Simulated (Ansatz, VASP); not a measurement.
# Zn2Se in two plane-wave programs, part 2 of 2

Wanted: the spread between two codes on one cell, functional and k mesh. The cell is invented: As first built, before any earlier steps moved the atoms (in the runner's words): it takes the Cu2Se structure with some of its atoms replaced by other elements, volume scaled by an estimate. It may not be a known or stable phase. The cell is taken from a series of VASP runs on this material, whose earlier steps may have relaxed, scaled or displaced it; both programs get it as it stands.

VASP 6.6.1 and Ansatz 0.2.0.

So far: Set-up; Ansatz: band structure, PBE; VASP: band structure, PBE; Differences; Ansatz: band structure, PBEsol.

### 6. VASP: band structure, PBEsol

Level of this step: PBEsol; plane waves and PAW (Se, Zn); invented cell (VASP).

The same cell, functional, mesh and smearing now go to VASP, with its own data sets and cutoff.

The input, INCAR:

```
SYSTEM = Zn2Se
PREC = Accurate
ENCUT = 400
EDIFF = 1E-06
NELM = 100
ISMEAR = 0
SIGMA = 0.02
LREAL = .FALSE.
ALGO = Normal
GGA = PS
LORBIT = 11
LWAVE = .FALSE.
LCHARG = .FALSE.
KPAR = 4
```

The input, POSCAR:

```
Zn2Se
1.0
    0.0000000000      3.2091025107      3.2091025107
    3.2091025107      0.0000000000      3.2091025107
    3.2091025107      3.2091025107      0.0000000000
Se Zn
1 2
Direct
    0.0000000000      0.0000000000      0.0000000000
    0.7500000000      0.7500000000      0.7500000000
    0.2500000000      0.2500000000      0.2500000000
```

The input, KPOINTS:

```
Automatic mesh
0
Gamma
4 4 4
0 0 0
```

The input, KPOINTS_OPT:

```
Line mode
16
Line-mode
Reciprocal
  0.00000000   0.00000000   0.00000000 GAMMA
  0.50000000   0.00000000   0.50000000 X

  0.50000000   0.00000000   0.50000000 X
  0.50000000   0.25000000   0.75000000 W

  0.50000000   0.25000000   0.75000000 W
  0.37500000   0.37500000   0.75000000 K

  0.37500000   0.37500000   0.75000000 K
  0.00000000   0.00000000   0.00000000 GAMMA

  0.00000000   0.00000000   0.00000000 GAMMA
  0.50000000   0.50000000   0.50000000 L

  0.50000000   0.50000000   0.50000000 L
  0.62500000   0.25000000   0.62500000 U

  0.62500000   0.25000000   0.62500000 U
  0.50000000   0.25000000   0.75000000 W

  0.50000000   0.25000000   0.75000000 W
  0.50000000   0.50000000   0.50000000 L

  0.50000000   0.50000000   0.50000000 L
  0.37500000   0.37500000   0.75000000 K

  0.62500000   0.25000000   0.62500000 U
  0.50000000   0.00000000   0.50000000 X
```

The projector-augmented-wave data sets are Se and Zn (PBE family, release 64).

Started as:

```bash
mpirun -np 4 vasp_std
```

Numbers of over 12 decimals in the logs are rounded to 6 here.

Log:

```text
[banner, memory and clock lines left out]
running    4 mpi-ranks, on    1 nodes
[...]
|                                                                             |
|               ----> ADVICE to this user running VASP <----                  |
|                                                                             |
|     You enforced a specific xc type in the INCAR file but a different       |
|     [... a line on the potential file left out ...]
|     I HOPE YOU KNOW WHAT YOU ARE DOING!                                     |
|                                                                             |

 LDA part: xc-table for (Slater+PW92), standard interpolation
 POSCAR, INCAR and KPOINTS ok, starting setup
[...]
entering main loop
       N       E                     dE             d eps       ncg     rms          rms(c)
DAV:   1     0.138598319788E+03    0.13860E+03   -0.12819E+04   304   0.168E+03
DAV:   2     0.181706778526E+01   -0.13678E+03   -0.13350E+03   307   0.309E+02
[...]
DAV:  11    -0.673186381247E+01   -0.29699E-05   -0.73951E-06   313   0.236E-02    0.394E-03
DAV:  12    -0.673186386125E+01   -0.48780E-07   -0.32227E-07   178   0.410E-03
   1 F= -.67318639E+01 E0= -.67318637E+01  d E =-.381038E-06
 Start KPOINTS_OPT (optional k-point list driver)
k-point batch [1-8\160]
       N       E                     dE             ncg
DAV:   1     0.234097108482E+03   -0.93297E+03      304
DAV:   2    -0.893305943514E+03   -0.11274E+04      307
DAV:   3    -0.974984710516E+03   -0.81679E+02      351
DAV:   4    -0.976590304847E+03   -0.16056E+01      310
DAV:   5    -0.976603191623E+03   -0.12887E-01      322
DAV:   6    -0.976603356574E+03   -0.16495E-03      316
DAV:   7    -0.976603359698E+03   -0.31243E-05      252
DAV:   8    -0.976603359781E+03   -0.82822E-07      182
[...]
k-point batch [153-160\160]
       N       E                     dE             ncg
DAV:   1     0.212801579580E+02   -0.65233E+04      304
DAV:   2    -0.983395794214E+03   -0.10047E+04      307
DAV:   3    -0.103896585713E+04   -0.55570E+02      343
DAV:   4    -0.103975003095E+04   -0.78417E+00      349
DAV:   5    -0.103975417440E+04   -0.41435E-02      316
DAV:   6    -0.103975420352E+04   -0.29118E-04      349
DAV:   7    -0.103975420380E+04   -0.28742E-06      194
```

From OUTCAR (step 6):

```text
  Total       -1.6576993     -1.6576993     -1.6576993      0.0000000      0.0000000     -0.0000000
  in kB      -40.1823732    -40.1823732    -40.1823732      0.0000000      0.0000000     -0.0000000
  external PRESSURE =     -40.1823732 kB  Pullay stress =       0.0000000 kB

 POSITION                                       TOTAL-FORCE (eV/Angst)
 -----------------------------------------------------------------------------------
      0.00000      0.00000      0.00000        -0.000000     -0.000000     -0.000000
      4.81365      4.81365      4.81365        -0.000000     -0.000000     -0.000000
      1.60455      1.60455      1.60455         0.000000      0.000000      0.000000
 -----------------------------------------------------------------------------------
    total drift:                               -0.000000      0.000000      0.000000

  FREE ENERGIE OF THE ION-ELECTRON SYSTEM (eV)
  ---------------------------------------------------
  free  energy   TOTEN  =        -6.7318638612 eV

  energy  without entropy=       -6.7318634802  energy(sigma->0) =       -6.73186367

[... 2 parts as in an earlier step ...]

[... 1 further part left out ...]
[key lines of the parts left out:]
E-fermi :   2.2226
```

At this level the cell is under a tension of 4.0 GPa, so at these settings it is away from equilibrium.

### 7. Differences

What differs besides the data sets and the points named for the pairs above, as far as they apply: Ansatz makes its cores anew for this functional, VASP keeps those of its PBE data sets. Total energies have different zeros and are not compared.

Compared:

```tsv
quantity	Ansatz	VASP	difference
pressure (GPa)	-3.84	-4.02	+0.18
```

Levels from 3 eV below to 2 eV above the Fermi level differ by 3 meV r.m.s. and 6 meV at most; each VASP level is matched to the nearest of Ansatz, which flatters the figure a little. Ansatz's pressure holds a Pulay correction of 0.04 GPa; VASP's holds none.

### 8. VASP: band structure, PBE, spin-orbit coupling

With cell and atoms fixed, the geometry can't cause a difference; cores, projectors, grids and the points listed under the comparison can.

Edit INCAR of step 6 so:

```diff
@@ -9,3 +9,9 @@
 ALGO = Normal
-GGA = PS
+GGA = PE
+LNONCOLLINEAR = .TRUE.
+MAGMOM = 0 0 0 0 0 0 0 0 0
+NBANDS = 42
+GGA_COMPAT = .FALSE.
+LASPH = .TRUE.
+LSORBIT = .TRUE.
 LORBIT = 11
```

POSCAR is that of step 6.

The input, KPOINTS:

```
Automatic mesh
0
Gamma
5 5 5
0 0 0
```

KPOINTS_OPT is that of step 6.

Started as:

```bash
mpirun -np 4 vasp_ncl
```

Log:

```text
[... set-up lines as in an earlier step ...]
 entering main loop
       N       E                     dE             d eps       ncg     rms          rms(c)
DAV:   1     0.183794450591E+03    0.18379E+03   -0.11916E+04   840   0.149E+03
DAV:   2     0.130214914148E+02   -0.17077E+03   -0.16388E+03   850   0.340E+02
DAV:   3    -0.513903655804E+01   -0.18161E+02   -0.17637E+02   996   0.111E+02
DAV:   4    -0.568943249040E+01   -0.55040E+00   -0.54578E+00   892   0.184E+01
[...]
DAV:  11    -0.547169182210E+01   -0.22971E-04   -0.28966E-05   890   0.360E-02    0.113E-02
DAV:  12    -0.547169547072E+01   -0.36486E-05   -0.44647E-06   840   0.157E-02    0.356E-03
DAV:  13    -0.547169564107E+01   -0.17034E-06   -0.11688E-06   742   0.160E-02
   1 F= -.54716956E+01 E0= -.54706124E+01  d E =-.216649E-02  mag=    -0.0000     0.0000     0.0000
 Start KPOINTS_OPT (optional k-point list driver)
k-point batch [1-10\160]
       N       E                     dE             ncg
DAV:   1     0.764125341471E+03   -0.59398E+03      840
DAV:   2    -0.988066428341E+03   -0.17522E+04      840
DAV:   3    -0.118114777436E+04   -0.19308E+03      952
DAV:   4    -0.118694691095E+04   -0.57991E+01      912
DAV:   5    -0.118698609758E+04   -0.39187E-01      982
DAV:   6    -0.118698645003E+04   -0.35245E-03      930
DAV:   7    -0.118698645443E+04   -0.44021E-05      972
DAV:   8    -0.118698645450E+04   -0.61878E-07      604
[...]
k-point batch [151-160\160]
       N       E                     dE             ncg
DAV:   1     0.626131133648E+03   -0.76251E+04      840
DAV:   2    -0.107865003588E+04   -0.17048E+04      840
DAV:   3    -0.125332095336E+04   -0.17467E+03      994
DAV:   4    -0.125776418462E+04   -0.44432E+01      932
DAV:   5    -0.125778783338E+04   -0.23649E-01      984
DAV:   6    -0.125778800511E+04   -0.17173E-03      940
DAV:   7    -0.125778800709E+04   -0.19786E-05      982
DAV:   8    -0.125778800711E+04   -0.26859E-07      606
```

OUTCAR, selected parts (step 8):

```text
  Total       -0.1903021     -0.1903021     -0.1903021      0.0000000      0.0000000     -0.0000000
  in kB       -4.6128928     -4.6128928     -4.6128928      0.0000000      0.0000000     -0.0000000
  external PRESSURE =      -4.6128928 kB  Pullay stress =       0.0000000 kB

 POSITION                                       TOTAL-FORCE (eV/Angst)
 -----------------------------------------------------------------------------------
      0.00000      0.00000      0.00000         0.000000      0.000000      0.000000
      4.81365      4.81365      4.81365        -0.000000      0.000000     -0.000000
      1.60455      1.60455      1.60455        -0.000000     -0.000000      0.000000
 -----------------------------------------------------------------------------------
    total drift:                                0.000000      0.000000      0.000000

  FREE ENERGIE OF THE ION-ELECTRON SYSTEM (eV)
  ---------------------------------------------------
  free  energy   TOTEN  =        -5.4716956411 eV

  energy  without entropy=       -5.4695291528  energy(sigma->0) =       -5.47061240

 magnetization (x)
# of ion       s       p       d       tot
------------------------------------------
    1        0.000  -0.000  -0.000  -0.000
    2        0.000   0.000   0.000   0.000
    3        0.000   0.000   0.000   0.000
--------------------------------------------------
tot          0.000  -0.000  -0.000  -0.000

 magnetization (y)
# of ion       s       p       d       tot
------------------------------------------
    1        0.000  -0.000   0.000  -0.000
    2        0.000   0.000  -0.000  -0.000
    3        0.000   0.000   0.000   0.000
--------------------------------------------------
tot          0.000  -0.000  -0.000  -0.000

 magnetization (z)
# of ion       s       p       d       tot
------------------------------------------
    1        0.000   0.000   0.000   0.000
    2        0.000   0.000  -0.000  -0.000
    3        0.000   0.000  -0.000  -0.000
--------------------------------------------------
tot          0.000   0.000  -0.000  -0.000

[... 1 part as in an earlier step ...]

[... 2 further parts left out ...]
[key lines of the parts left out:]
E-fermi :   3.0275
```

The run ends at a pressure of -0.46 GPa.

### 9. Ansatz: band structure, PBE, spin-orbit coupling

The same cell, functional, mesh and smearing now go to Ansatz, which takes its cutoff from its data sets.

The cell is taken from a series of VASP runs on this material, whose earlier steps may have relaxed, scaled or displaced it; both programs get it as it stands.

The input, input.yaml:

```yaml
crystal:
  lattice:
    - [0.0, 3.2091025107, 3.2091025107]
    - [3.2091025107, 0.0, 3.2091025107]
    - [3.2091025107, 3.2091025107, 0.0]
  atoms:
    - { symbol: Se, position: [0.0, 0.0, 0.0] }
    - { symbol: Zn, position: [0.75, 0.75, 0.75] }
    - { symbol: Zn, position: [0.25, 0.25, 0.25] }
hamiltonian:
  xc: pbe
  pseudopotentials: { kind: paw_fr }
magnetization:
  noncollinear: true
  spin_orbit: true
kpoints:
  mp_grid: { grid: [5, 5, 5] }
  band_path:
    path:
      - [0.0, 0.0, 0.0]
      - [0.16667, 0.0, 0.16667]
      - [0.33333, 0.0, 0.33333]
      - [0.5, 0.0, 0.5]
      - [0.5, 0.08333, 0.58333]
      - [0.5, 0.18333, 0.68333]
      - [0.5, 0.25, 0.75]
      - [0.45, 0.3, 0.75]
      - [0.40833, 0.34167, 0.75]
      - [0.35, 0.35, 0.7]
      - [0.225, 0.225, 0.45]
      - [0.075, 0.075, 0.15]
      - [0.03333, 0.03333, 0.03333]
      - [0.23333, 0.23333, 0.23333]
      - [0.4, 0.4, 0.4]
      - [0.51667, 0.46667, 0.51667]
      - [0.55833, 0.38333, 0.55833]
      - [0.60833, 0.28333, 0.60833]
      - [0.60833, 0.25, 0.64167]
      - [0.55833, 0.25, 0.69167]
      - [0.51667, 0.25, 0.73333]
      - [0.5, 0.3, 0.7]
      - [0.5, 0.38333, 0.61667]
      - [0.5, 0.48333, 0.51667]
      - [0.475, 0.475, 0.55]
      - [0.425, 0.425, 0.65]
      - [0.38333, 0.38333, 0.73333]
      - [0.59167, 0.18333, 0.59167]
      - [0.55, 0.1, 0.55]
      - [0.5, 0.0, 0.5]
    npoints: 1
scf:
  occupations: { method: gaussian, width: 0.02 }
  n_extra_bands: 14
output:
  forces: true
  stress: true
  eigenvalues: true
  write_density: true
  write_potential: true
  elf: true
  volumetric_format: npy
```

Started as:

```bash
ansatz run input.yaml --threads 2 --pin off --max-ram 4608MiB --backend cpu --events-out ev --progress --plain --runs-dir out
```

Log:

```text
[...]
non-collinear run that drives no moment, with spin-orbit: no starting moment large enough to seed its density (crystal.atoms[].spin), no starting occupations that ask for one, no magnetisation constraint and no magnetic field, so the semilocal B_xc is pinned to zero
Crystal: 3 atoms, lattice volume = 66.097 Å³
[...]
k-point 0: bands = [... 36 lower, 5.6382, 5.6382, 5.6382, 5.6382, 9.6211, 9.6211, 9.7535, 9.7535, ... 10 higher]
  k-point 1: bands = [... 36 lower, 5.3727, 5.3727, 6.1497, 6.1497, 8.7195, 8.7195, 10.1684, 10.1684, ... 10 higher]
  k-point 2: bands = [... 36 lower, 5.0418, 5.0418, 5.6616, 5.6616, 10.4544, 10.4544, 10.5273, 10.5273, ... 10 higher]
  k-point 9: bands = [... 36 lower, 3.8708, 3.8708, 8.4154, 8.4154, 8.8548, 8.8548, 9.8494, 9.8494, ... 10 higher]
[key lines of the parts left out:]
SCF converged after 8 iterations
Magnetization: |M| = 0.0000 μB,  M = (+0.0000, +0.0000, +0.0000) μB
Free energy (F): -12107.157770 eV
Fermi energy:    8.415361 eV
P = ⅓ Tr σ = -0.2353 GPa (-2.353 kbar)
```

Elapsed: 23 s, on 2 threads of Arm Neoverse N1, shared host; peak memory 0.54 GiB; 45 s of CPU time.

### 10. Differences

What differs besides the data sets and the points named for the pairs above, as far as they apply: spin-orbit coupling enters by fully relativistic files in Ansatz and inside the spheres in VASP; the data sets hold 40 valence electrons in Ansatz (fully relativistic PAW (standard-fr) files) and 30 in VASP. Total energies have different zeros and are not compared.

Both answers:

```tsv
quantity	Ansatz	VASP	difference
pressure (GPa)	-0.24	-0.46	+0.23
```

Levels from 3 eV below to 2 eV above the Fermi level differ by 2 meV r.m.s. and 4 meV at most; each VASP level is matched to the nearest of Ansatz, which flatters the figure a little. Ansatz's pressure holds a Pulay correction of 0.05 GPa; VASP's holds none.

### 11. Results

| Quantity | Value |
| --- | --- |
| r.m.s. difference of levels near the Fermi level (band structure, PBE) | 1.4 meV |
| r.m.s. difference of levels near the Fermi level (band structure, PBEsol) | 2.6 meV |
| r.m.s. difference of levels near the Fermi level (band structure, PBE, spin-orbit coupling) | 1.6 meV |

**Reading.** The r.m.s. difference of levels near the Fermi level is 2.6 meV (band structure, PBEsol), within the 80 meV picked in this series as the mark of a large difference. 2 further runs of this series are not shown here. Such differences can come from data sets, numerical settings and the points named under the comparisons, not from the functional's error against experiment.

[Lines on the potential files, build, host, timing and source positions are cut from VASP's logs without a mark.]

[Logs are printed without paths, hosts, clocks, repeated set-up lines and the standing remarks that a program may print on its own settings, such as how far it seeks lower states.]

[Hosts, paths, dates, database ids (printed as entryN), source tags and the programs' standing remarks are cut or masked in the printed files.]
